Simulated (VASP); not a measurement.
All values below come from PBE GGA, VASP's PBE PAW potentials (set 64) (plane waves; VASP).

VASP ran on this input.

### INCAR
```
SYSTEM = RuAl
PREC = Accurate; ENCUT = 400; LREAL = .FALSE.
LASPH = .TRUE.
EDIFF = 1E-7; NELM = 100; ALGO = Normal
LMAXMIX = 4
ISMEAR = 1; SIGMA = 0.1
GGA = PE
IBRION = 2; NSW = 40; ISIF = 3
EDIFFG = -0.001
LWAVE = .FALSE.; LCHARG = .FALSE.
```

### POSCAR
```
RuAl
1
    3.0498000000     0.0000000000     0.0000000000
    0.0000000000     3.0498000000     0.0000000000
    0.0000000000     0.0000000000     3.0498000000
Al Ru
1 1
Direct
  0.5393468424   0.5163945177   0.5000000000
  0.0000000000   0.0000000000   0.0000000000
```

### KPOINTS
```
Automatic mesh
0
Gamma
9 9 9
0 0 0
```

POTCAR, in this order: Al Ru_pv (PBE.64 set). Program: vasp_std.

What VASP printed:

### OSZICAR
```
...
       N       E                     dE             d eps       ncg     rms          rms(c)
DAV:   1    -0.142072718410E+02    0.19237E-01   -0.11770E+01  5328   0.701E+01    0.108E+00
DAV:   2    -0.142588332486E+02   -0.51561E-01   -0.75981E-01  4940   0.104E+01    0.456E-01
DAV:   3    -0.142562822571E+02    0.25510E-02   -0.11257E-02  5952   0.123E+00    0.193E-01
DAV:   4    -0.142558335614E+02    0.44870E-03   -0.15377E-03  5516   0.366E-01    0.486E-02
DAV:   5    -0.142558502036E+02   -0.16642E-04   -0.64052E-05  6132   0.831E-02    0.253E-02
DAV:   6    -0.142558558099E+02   -0.56062E-05   -0.81671E-06  5492   0.340E-02    0.570E-03
DAV:   7    -0.142558557011E+02    0.10878E-06   -0.41552E-07  6036   0.951E-03    0.192E-03
DAV:   8    -0.142558556426E+02    0.58502E-07   -0.28706E-08  2704   0.245E-03
   4 F= -.14255856E+02 E0= -.14255509E+02  d E =-.293471E-01
       N       E                     dE             d eps       ncg     rms          rms(c)
DAV:   1    -0.142555958095E+02    0.25989E-03   -0.13926E-01  5340   0.765E+00    0.125E-01
DAV:   2    -0.142561732765E+02   -0.57747E-03   -0.87274E-03  4956   0.113E+00    0.538E-02
DAV:   3    -0.142561411551E+02    0.32121E-04   -0.13152E-04  5872   0.136E-01    0.205E-02
DAV:   4    -0.142561352943E+02    0.58608E-05   -0.19021E-05  5424   0.395E-02    0.537E-03
DAV:   5    -0.142561352528E+02    0.41556E-07   -0.65732E-07  6020   0.835E-03
   5 F= -.14256135E+02 E0= -.14255791E+02  d E =-.296267E-01
       N       E                     dE             d eps       ncg     rms          rms(c)
DAV:   1    -0.142804682797E+02   -0.24333E-01   -0.40337E-01  5004   0.873E+00    0.129E+00
DAV:   2    -0.142608075689E+02    0.19661E-01   -0.14697E-01  5120   0.457E+00    0.578E-01
DAV:   3    -0.142564543199E+02    0.43532E-02   -0.12737E-02  5236   0.132E+00    0.116E-01
DAV:   4    -0.142563155904E+02    0.13873E-03   -0.86429E-04  5568   0.248E-01    0.388E-02
DAV:   5    -0.142563250173E+02   -0.94269E-05   -0.63342E-05  5664   0.951E-02    0.256E-02
DAV:   6    -0.142563246742E+02    0.34311E-06   -0.17160E-05  5480   0.357E-02    0.680E-03
DAV:   7    -0.142563244782E+02    0.19593E-06   -0.72426E-07  6712   0.851E-03    0.233E-03
DAV:   8    -0.142563244285E+02    0.49762E-07   -0.29497E-08  2724   0.197E-03
   6 F= -.14256324E+02 E0= -.14255964E+02  d E =-.189176E-03
       N       E                     dE             d eps       ncg     rms          rms(c)
DAV:   1    -0.142609644894E+02   -0.46400E-02   -0.74050E-02  5000   0.373E+00    0.564E-01
DAV:   2    -0.142572998490E+02    0.36646E-02   -0.26079E-02  5100   0.194E+00    0.248E-01
DAV:   3    -0.142565627085E+02    0.73714E-03   -0.22674E-03  5228   0.558E-01    0.510E-02
DAV:   4    -0.142565447768E+02    0.17932E-04   -0.14061E-04  5704   0.104E-01    0.185E-02
DAV:   5    -0.142565491233E+02   -0.43465E-05   -0.86539E-06  5656   0.342E-02    0.941E-03
DAV:   6    -0.142565503369E+02   -0.12136E-05   -0.18324E-06  5644   0.112E-02    0.273E-03
DAV:   7    -0.142565505526E+02   -0.21570E-06   -0.76439E-08  3456   0.305E-03    0.732E-04
DAV:   8    -0.142565505585E+02   -0.58621E-08   -0.12587E-08  2520   0.101E-03
   7 F= -.14256551E+02 E0= -.14256193E+02  d E =-.415306E-03
       N       E                     dE             d eps       ncg     rms          rms(c)
DAV:   1    -0.142582909489E+02   -0.17404E-02   -0.45718E-02  4988   0.226E+00    0.284E-01
DAV:   2    -0.142569292677E+02    0.13617E-02   -0.39929E-03  5432   0.772E-01    0.116E-01
DAV:   3    -0.142567324653E+02    0.19680E-03   -0.49248E-04  5500   0.252E-01    0.413E-02
DAV:   4    -0.142567010715E+02    0.31394E-04   -0.10174E-04  7284   0.972E-02    0.175E-02
DAV:   5    -0.142567019022E+02   -0.83074E-06   -0.34634E-06  5384   0.244E-02    0.645E-03
DAV:   6    -0.142567024312E+02   -0.52898E-06   -0.66463E-07  7160   0.636E-03    0.250E-03
DAV:   7    -0.142567025262E+02   -0.94984E-07   -0.25014E-08  2600   0.226E-03
   8 F= -.14256703E+02 E0= -.14256334E+02  d E =-.151968E-03
       N       E                     dE             d eps       ncg     rms          rms(c)
DAV:   1    -0.142567238848E+02   -0.21454E-04   -0.55950E-04  4988   0.251E-01    0.314E-02
DAV:   2    -0.142567068874E+02    0.16997E-04   -0.49388E-05  5444   0.866E-02    0.128E-02
DAV:   3    -0.142567047629E+02    0.21245E-05   -0.61373E-06  5504   0.281E-02    0.455E-03
DAV:   4    -0.142567044800E+02    0.28285E-06   -0.12277E-06  7280   0.107E-02    0.196E-03
DAV:   5    -0.142567045573E+02   -0.77259E-07   -0.38732E-08  2540   0.274E-03
   9 F= -.14256705E+02 E0= -.14256336E+02  d E =-.153999E-03
       N       E                     dE             d eps       ncg     rms          rms(c)
DAV:   1    -0.142567057530E+02   -0.12730E-05   -0.32631E-05  5020   0.605E-02    0.755E-03
DAV:   2    -0.142567046919E+02    0.10610E-05   -0.28946E-06  5448   0.211E-02    0.311E-03
DAV:   3    -0.142567046311E+02    0.60876E-07   -0.36181E-07  5068   0.680E-03
  10 F= -.14256705E+02 E0= -.14256336E+02  d E =-.154073E-03
       N       E                     dE             d eps       ncg     rms          rms(c)
DAV:   1    -0.142567087299E+02   -0.40380E-05   -0.12748E-04  5004   0.120E-01    0.152E-02
DAV:   2    -0.142567046465E+02    0.40834E-05   -0.11488E-05  5480   0.418E-02    0.625E-03
DAV:   3    -0.142567042357E+02    0.41084E-06   -0.14557E-06  5520   0.136E-02    0.224E-03
DAV:   4    -0.142567042034E+02    0.32276E-07   -0.27710E-07  4796   0.518E-03
  11 F= -.14256704E+02 E0= -.14256335E+02  d E =-.153645E-03
       N       E                     dE             d eps       ncg     rms          rms(c)
DAV:   1    -0.142567060870E+02   -0.18513E-05   -0.42777E-05  4984   0.694E-02    0.877E-03
DAV:   2    -0.142567049461E+02    0.11409E-05   -0.38403E-06  5456   0.242E-02    0.354E-03
DAV:   3    -0.142567046709E+02    0.27518E-06   -0.46830E-07  5172   0.784E-03    0.127E-03
DAV:   4    -0.142567046144E+02    0.56495E-07   -0.72104E-08  2524   0.297E-03
  12 F= -.14256705E+02 E0= -.14256336E+02  d E =-.154056E-03
       N       E                     dE             d eps       ncg     rms          rms(c)
DAV:   1    -0.142567856404E+02   -0.80969E-04   -0.22630E-03  4992   0.707E-01    0.686E-02
DAV:   2    -0.142567225161E+02    0.63124E-04   -0.36478E-04  5140   0.233E-01    0.283E-02
DAV:   3    -0.142567111594E+02    0.11357E-04   -0.31628E-05  5280   0.655E-02    0.767E-03
DAV:   4    -0.142567099237E+02    0.12356E-05   -0.27957E-06  6580   0.158E-02    0.343E-03
DAV:   5    -0.142567096897E+02    0.23404E-06   -0.21966E-07  5000   0.447E-03    0.119E-03
DAV:   6    -0.142567095997E+02    0.89990E-07   -0.28525E-08  2516   0.144E-03
  13 F= -.14256710E+02 E0= -.14256341E+02  d E =-.498527E-05
       N       E                     dE             d eps       ncg     rms          rms(c)
DAV:   1    -0.142567096033E+02    0.86448E-07   -0.67595E-07  5004   0.123E-02    0.124E-03
DAV:   2    -0.142567095649E+02    0.38385E-07   -0.10578E-07  2492   0.408E-03
  14 F= -.14256710E+02 E0= -.14256341E+02  d E =-.495043E-05
       N       E                     dE             d eps       ncg     rms          rms(c)
DAV:   1    -0.142567291243E+02   -0.19521E-04   -0.55194E-04  4944   0.349E-01    0.342E-02
DAV:   2    -0.142567139075E+02    0.15217E-04   -0.90677E-05  5236   0.116E-01    0.147E-02
DAV:   3    -0.142567114897E+02    0.24178E-05   -0.80848E-06  5480   0.329E-02    0.416E-03
DAV:   4    -0.142567114213E+02    0.68361E-07   -0.10838E-06  6940   0.979E-03    0.169E-03
DAV:   5    -0.142567115215E+02   -0.10022E-06   -0.35220E-08  2512   0.271E-03    0.706E-04
DAV:   6    -0.142567115873E+02   -0.65739E-07   -0.89766E-09  2484   0.839E-04
  15 F= -.14256712E+02 E0= -.14256343E+02  d E =-.202240E-05
```

OUTCAR:
```
------------------------ aborting loop because EDIFF is reached ----------------------------------------
  FORCE on cell =-STRESS in cart. coord.  units (eV):
  Direction    XX          YY          ZZ          XY          YZ          ZX
  --------------------------------------------------------------------------------------
  Total        0.0013741      0.0011915      0.0010616      0.0015831      0.0000000      0.0000000
  in kB        0.0814080      0.0705895      0.0628941      0.0937944      0.0000000      0.0000000
  external PRESSURE =       0.0716305 kB  Pullay stress =       0.0000000 kB
  volume of cell :       27.04
      direct lattice vectors                 reciprocal lattice vectors
     3.001572989 -0.000127426  0.000000000     0.333158649  0.000015366  0.000000000
    -0.000138435  3.001568036  0.000000000     0.000014144  0.333159199  0.000000000
     0.000000000  0.000000000  3.001625552     0.000000000  0.000000000  0.333152814
 POSITION                                       TOTAL-FORCE (eV/Angst)
 -----------------------------------------------------------------------------------
      1.55979      1.52533      1.50081        -0.000300     -0.000146      0.000000
      0.05902      0.02460      0.00000         0.000300      0.000146      0.000000
 -----------------------------------------------------------------------------------
    total drift:                               -0.000191      0.000209     -0.000000
  FREE ENERGIE OF THE ION-ELECTRON SYSTEM (eV)
  ---------------------------------------------------
  free  energy   TOTEN  =       -14.2567115873 eV

  energy  without entropy=      -14.2556055948  energy(sigma->0) =      -14.25634292

 reached required accuracy - stopping structural energy minimisation
```
(Selected blocks of OUTCAR.)

### CONTCAR
```
RuAl
   1.00000000000000
     3.0015729891236638   -0.0001274263986896    0.0000000000000000
    -0.0001384345647823    3.0015680355824346    0.0000000000000000
     0.0000000000000000    0.0000000000000000    3.0016255519088726
  Al              Ru
     1     1
Direct
     0.5196820792206208    0.5081982806636416    0.5000000000000000
     0.0196647631793796    0.0081962370363586    0.0000000000000000
```

Energy and stress use the plane-wave basis of the starting cell.

The compound is RuAl in the CsCl type structure. In the starting cell atoms are displaced from their ideal sites. This run relaxes it. Symmetry was kept, so distortions that lower it aren't found. The electron count is odd and the run is not spin-polarised, which forces a metal.
